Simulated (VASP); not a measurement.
Level of theory: PBE GGA, VASP's PBE PAW potentials (set 64) (plane waves; VASP).

Input for VASP

POSCAR:
```
SnO
1.0
  3.8000000000   0.0000000000   0.0000000000
  0.0000000000   3.8000000000   0.0000000000
  0.0000000000   0.0000000000   4.8400000000
Sn O
2 2
Cart
  1.9000000000   0.0000000000   3.6880800000
  0.0000000000   1.9000000000   1.1519200000
  1.9000000000   1.9000000000   0.0000000000
  0.0000000000   0.0000000000   0.0000000000
```

File KPOINTS:
```
Automatic mesh
0
Gamma
6 6 5
0 0 0
```

### INCAR
```
! general
SYSTEM  = SnO
PREC    = Accurate
ENCUT   = 520   ! plane-wave cut-off (eV)
LREAL   = F
LASPH   = T   ! aspherical one-centre terms

! electronic loop
EDIFF   = 1E-6   ! SCF stop (eV)
NELM    = 100   ! most electronic steps
ALGO    = Normal   ! blocked Davidson
LMAXMIX = 4

! smearing
ISMEAR  = 0
SIGMA   = 0.05   ! width (eV)

! functional
GGA     = PE   ! PBE

! ions
IBRION  = 2   ! conjugate gradients
NSW     = 60   ! most ionic steps
ISIF    = 3
EDIFFG  = -0.01

! output
LWAVE   = F
LCHARG  = F
```

POTCAR, in this order: Sn_d O (PBE.64 set). Program: vasp_std.

Output of the run:

### OSZICAR
```
...
DAV:   3    -0.227195461714E+02    0.76682E-03   -0.17183E-03  1704   0.778E-01    0.827E-02
DAV:   4    -0.227193525179E+02    0.19365E-03   -0.55525E-04  1896   0.397E-01    0.236E-02
DAV:   5    -0.227193426628E+02    0.98551E-05   -0.19691E-04  2032   0.158E-01    0.143E-02
DAV:   6    -0.227193372818E+02    0.53810E-05   -0.27899E-05  2088   0.471E-02    0.406E-03
DAV:   7    -0.227193373858E+02   -0.10405E-06   -0.21856E-06  1112   0.126E-02
   8 F= -.22719337E+02 E0= -.22719337E+02  d E =-.715136E-03
       N       E                     dE             d eps       ncg     rms          rms(c)
DAV:   1    -0.227258925226E+02   -0.65552E-02   -0.17359E-01  1712   0.548E+00    0.491E-01
DAV:   2    -0.227208159798E+02    0.50765E-02   -0.22668E-02  1824   0.148E+00    0.185E-01
DAV:   3    -0.227199895400E+02    0.82644E-03   -0.18532E-03  1696   0.805E-01    0.857E-02
DAV:   4    -0.227197817580E+02    0.20778E-03   -0.59774E-04  1904   0.410E-01    0.245E-02
DAV:   5    -0.227197713120E+02    0.10446E-04   -0.21130E-04  2016   0.163E-01    0.148E-02
DAV:   6    -0.227197655718E+02    0.57402E-05   -0.29988E-05  2120   0.487E-02    0.421E-03
DAV:   7    -0.227197656955E+02   -0.12372E-06   -0.23150E-06  1168   0.132E-02
   9 F= -.22719766E+02 E0= -.22719766E+02  d E =-.114345E-02
       N       E                     dE             d eps       ncg     rms          rms(c)
DAV:   1    -0.227439892942E+02   -0.24224E-01   -0.69142E-01  1712   0.110E+01    0.978E-01
DAV:   2    -0.227238249931E+02    0.20164E-01   -0.90431E-02  1832   0.295E+00    0.367E-01
DAV:   3    -0.227205337689E+02    0.32912E-02   -0.73046E-03  1720   0.158E+00    0.171E-01
DAV:   4    -0.227197166507E+02    0.81712E-03   -0.23779E-03  1872   0.811E-01    0.485E-02
DAV:   5    -0.227196865216E+02    0.30129E-04   -0.82636E-04  2024   0.322E-01    0.292E-02
DAV:   6    -0.227196667149E+02    0.19807E-04   -0.11595E-04  2216   0.954E-02    0.830E-03
DAV:   7    -0.227196674994E+02   -0.78451E-06   -0.96315E-06  1728   0.254E-02
  10 F= -.22719667E+02 E0= -.22719667E+02  d E =-.104525E-02
       N       E                     dE             d eps       ncg     rms          rms(c)
DAV:   1    -0.227294171758E+02   -0.97505E-02   -0.26723E-01  1720   0.673E+00    0.614E-01
DAV:   2    -0.227214694845E+02    0.79477E-02   -0.35484E-02  1816   0.184E+00    0.232E-01
DAV:   3    -0.227201830882E+02    0.12864E-02   -0.30081E-03  1728   0.103E+00    0.108E-01
DAV:   4    -0.227198806573E+02    0.30243E-03   -0.93513E-04  1880   0.511E-01    0.313E-02
DAV:   5    -0.227198820240E+02   -0.13667E-05   -0.33749E-04  2040   0.203E-01    0.188E-02
DAV:   6    -0.227198771625E+02    0.48615E-05   -0.45941E-05  2136   0.597E-02    0.576E-03
DAV:   7    -0.227198777041E+02   -0.54162E-06   -0.35535E-06  1400   0.167E-02
  11 F= -.22719878E+02 E0= -.22719878E+02  d E =-.125545E-02
       N       E                     dE             d eps       ncg     rms          rms(c)
DAV:   1    -0.227201594284E+02   -0.28227E-03   -0.79060E-03  1720   0.117E+00    0.105E-01
DAV:   2    -0.227199277934E+02    0.23164E-03   -0.10499E-03  1832   0.319E-01    0.397E-02
DAV:   3    -0.227198898026E+02    0.37991E-04   -0.86939E-05  1720   0.175E-01    0.185E-02
DAV:   4    -0.227198788484E+02    0.10954E-04   -0.27600E-05  1896   0.878E-02    0.530E-03
DAV:   5    -0.227198772633E+02    0.15851E-05   -0.96554E-06  1920   0.348E-02    0.314E-03
DAV:   6    -0.227198767254E+02    0.53798E-06   -0.10156E-06   792   0.103E-02
  12 F= -.22719877E+02 E0= -.22719877E+02  d E =-.125448E-02
       N       E                     dE             d eps       ncg     rms          rms(c)
DAV:   1    -0.227199167981E+02   -0.39535E-04   -0.10845E-03  1688   0.432E-01    0.388E-02
DAV:   2    -0.227198842083E+02    0.32590E-04   -0.13944E-04  1856   0.118E-01    0.148E-02
DAV:   3    -0.227198788316E+02    0.53767E-05   -0.11808E-05  1728   0.647E-02    0.679E-03
DAV:   4    -0.227198781276E+02    0.70401E-06   -0.29876E-06   928   0.318E-02
  13 F= -.22719878E+02 E0= -.22719878E+02  d E =-.125588E-02
       N       E                     dE             d eps       ncg     rms          rms(c)
DAV:   1    -0.227205082625E+02   -0.62943E-03   -0.32908E-02  2208   0.172E+00    0.145E-01
DAV:   2    -0.227200554116E+02    0.45285E-03   -0.18818E-03  1872   0.424E-01    0.560E-02
DAV:   3    -0.227199801745E+02    0.75237E-04   -0.16717E-04  1848   0.242E-01    0.259E-02
DAV:   4    -0.227199600884E+02    0.20086E-04   -0.52497E-05  2080   0.121E-01    0.704E-03
DAV:   5    -0.227199578009E+02    0.22875E-05   -0.17918E-05  2056   0.477E-02    0.420E-03
DAV:   6    -0.227199572066E+02    0.59435E-06   -0.21346E-06   880   0.144E-02
  14 F= -.22719957E+02 E0= -.22719957E+02  d E =-.790790E-04
       N       E                     dE             d eps       ncg     rms          rms(c)
DAV:   1    -0.227227506537E+02   -0.27929E-02   -0.16103E-01  2208   0.382E+00    0.320E-01
DAV:   2    -0.227205446047E+02    0.22060E-02   -0.90754E-03  1848   0.932E-01    0.123E-01
DAV:   3    -0.227201755976E+02    0.36901E-03   -0.80552E-04  1848   0.532E-01    0.570E-02
DAV:   4    -0.227200831606E+02    0.92437E-04   -0.25544E-04  2064   0.268E-01    0.154E-02
DAV:   5    -0.227200773893E+02    0.57713E-05   -0.87149E-05  2064   0.106E-01    0.922E-03
DAV:   6    -0.227200752761E+02    0.21132E-05   -0.12373E-05  1848   0.318E-02    0.257E-03
DAV:   7    -0.227200753230E+02   -0.46898E-07   -0.96766E-07   832   0.875E-03
  15 F= -.22720075E+02 E0= -.22720075E+02  d E =-.197195E-03
       N       E                     dE             d eps       ncg     rms          rms(c)
DAV:   1    -0.227307116935E+02   -0.10636E-01   -0.64654E-01  2192   0.769E+00    0.636E-01
DAV:   2    -0.227219373316E+02    0.87744E-02   -0.35860E-02  1856   0.186E+00    0.245E-01
DAV:   3    -0.227204639355E+02    0.14734E-02   -0.31549E-03  1824   0.105E+00    0.113E-01
DAV:   4    -0.227201066703E+02    0.35727E-03   -0.10098E-03  2088   0.531E-01    0.302E-02
DAV:   5    -0.227200922771E+02    0.14393E-04   -0.33932E-04  2040   0.209E-01    0.182E-02
DAV:   6    -0.227200849242E+02    0.73529E-05   -0.49020E-05  2192   0.629E-02    0.506E-03
DAV:   7    -0.227200852839E+02   -0.35971E-06   -0.38112E-06  1480   0.164E-02
  16 F= -.22720085E+02 E0= -.22720085E+02  d E =-.207156E-03
       N       E                     dE             d eps       ncg     rms          rms(c)
DAV:   1    -0.227236797952E+02   -0.35949E-02   -0.21221E-01  2192   0.432E+00    0.369E-01
DAV:   2    -0.227207186182E+02    0.29612E-02   -0.12112E-02  1856   0.108E+00    0.143E-01
DAV:   3    -0.227202247148E+02    0.49390E-03   -0.11294E-03  1816   0.629E-01    0.659E-02
DAV:   4    -0.227201148416E+02    0.10987E-03   -0.35102E-04  2064   0.307E-01    0.187E-02
DAV:   5    -0.227201180262E+02   -0.31846E-05   -0.11960E-04  2072   0.123E-01    0.111E-02
DAV:   6    -0.227201162519E+02    0.17742E-05   -0.18023E-05  2048   0.377E-02    0.318E-03
DAV:   7    -0.227201164069E+02   -0.15494E-06   -0.12368E-06   856   0.107E-02
  17 F= -.22720116E+02 E0= -.22720116E+02  d E =-.238279E-03
       N       E                     dE             d eps       ncg     rms          rms(c)
DAV:   1    -0.227211297187E+02   -0.10135E-02   -0.61273E-02  2192   0.234E+00    0.197E-01
DAV:   2    -0.227202925106E+02    0.83721E-03   -0.34457E-03  1856   0.575E-01    0.761E-02
DAV:   3    -0.227201523841E+02    0.14013E-03   -0.30815E-04  1840   0.329E-01    0.351E-02
DAV:   4    -0.227201163475E+02    0.36037E-04   -0.97219E-05  2088   0.164E-01    0.956E-03
DAV:   5    -0.227201130949E+02    0.32526E-05   -0.32977E-05  2064   0.649E-02    0.572E-03
DAV:   6    -0.227201121410E+02    0.95393E-06   -0.44572E-06  1328   0.197E-02
  18 F= -.22720112E+02 E0= -.22720112E+02  d E =-.234013E-03
```

**OUTCAR**
```
------------------------ aborting loop because EDIFF is reached ----------------------------------------
  FORCE on cell =-STRESS in cart. coord.  units (eV):
  Direction    XX          YY          ZZ          XY          YZ          ZX
  --------------------------------------------------------------------------------------
  Total       -0.0314836     -0.0314836     -0.0333246      0.0000000      0.0000000      0.0000000
  in kB       -0.6695768     -0.6695768     -0.7087305      0.0000000      0.0000000      0.0000000
  external PRESSURE =      -0.6826280 kB  Pullay stress =       0.0000000 kB
  volume of cell :       75.33
      direct lattice vectors                 reciprocal lattice vectors
     3.869319785  0.000000000  0.000000000     0.258443358  0.000000000  0.000000000
     0.000000000  3.869319785 -0.000000000     0.000000000  0.258443358  0.000000000
     0.000000000 -0.000000000  5.031827179     0.000000000  0.000000000  0.198734965
 POSITION                                       TOTAL-FORCE (eV/Angst)
 -----------------------------------------------------------------------------------
      1.93466     -0.00000      3.86930         0.000000     -0.000000      0.007961
      3.86932      1.93466      1.16253        -0.000000      0.000000     -0.007961
      1.93466      1.93466     -0.00000        -0.000000      0.000000      0.000000
      0.00000      0.00000      0.00000        -0.000000     -0.000000      0.000000
 -----------------------------------------------------------------------------------
    total drift:                                0.000000      0.000000      0.000000
  FREE ENERGIE OF THE ION-ELECTRON SYSTEM (eV)
  ---------------------------------------------------
  free  energy   TOTEN  =       -22.7201121410 eV

  energy  without entropy=      -22.7201121410  energy(sigma->0) =      -22.72011214

 reached required accuracy - stopping structural energy minimisation
```
(Selected blocks of OUTCAR.)

CONTCAR:
```
SnO
   1.00000000000000
     3.8693197850904086    0.0000000000000000    0.0000000000000000
     0.0000000000000000    3.8693197850904086   -0.0000000000000000
     0.0000000000000000   -0.0000000000000000    5.0318271794253615
  Sn              O
     2     2
Direct
     0.5000000000000000    0.0000000000000000    0.7689654974966537
     1.0000000000000000    0.5000000000000000    0.2310345025033462
     0.5000000000000000    0.5000000000000000    0.0000000000000000
     0.0000000000000000    0.0000000000000000    0.0000000000000000
```

Energy and stress use the plane-wave basis of the starting cell. Without a dispersion term in the relaxation, distances and binding between the weakly bound layers, chains or molecules are unreliable, and so is what depends on them.

The compound is SnO in the litharge structure. This run relaxes it. Symmetry was kept, so distortions that lower it aren't found.
